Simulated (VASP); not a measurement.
A run of VASP 6.6.1 is set up as follows.

Contents of INCAR:

```
SYSTEM = Na8AsO3
  PREC = Accurate
  ENCUT = 520
  EDIFF = 1E-6
  ISMEAR = -1
  SIGMA = 0.15
  LREAL = .False.
  LASPH = .True.
  NELM = 100
  ALGO = Fast
  ISIF = 2
  LWAVE = .False.
  LCHARG = .False.
  GGA = PE
  NBANDS = 52
```

File KPOINTS:

```
Automatic mesh
0
Gamma
  4 4 4
  0 0 0
```

The input POSCAR:

```
Na8AsO3
1.0
    6.0064160000      0.0000000000      0.0000000000
    0.0000000000      6.0064160000      0.0000000000
    0.0000000000      0.0000000000      6.0064160000
Na As O
8 1 3
Direct
    0.2655990000      0.2655990000      0.2655990000
    0.7344010000      0.7344010000      0.2655990000
    0.7344010000      0.2655990000      0.7344010000
    0.2655990000      0.7344010000      0.7344010000
    0.2655990000      0.2655990000      0.7344010000
    0.7344010000      0.7344010000      0.7344010000
    0.7344010000      0.2655990000      0.2655990000
    0.2655990000      0.7344010000      0.2655990000
    0.0000000000      0.0000000000      0.0000000000
    0.0000000000      0.5000000000      0.5000000000
    0.5000000000      0.5000000000      0.0000000000
    0.5000000000      0.0000000000      0.5000000000
```

Potentials or basis: VASP PAW PBE potentials, release 64 (Na_pv, As, O).

The run is started by

```console
$ cat potpaw_PBE.64/Na_pv/POTCAR potpaw_PBE.64/As/POTCAR potpaw_PBE.64/O/POTCAR > POTCAR
$ mpirun -np 1 vasp_std > vasp.out
```

Estimate the band gap on the k mesh.

none (metal or under the smearing width).

What does it give for the pressure?

0.0 GPa.

Caveat: an odd number of electrons without spin polarisation forces a metal; a magnetic or distorted state may lie lower.
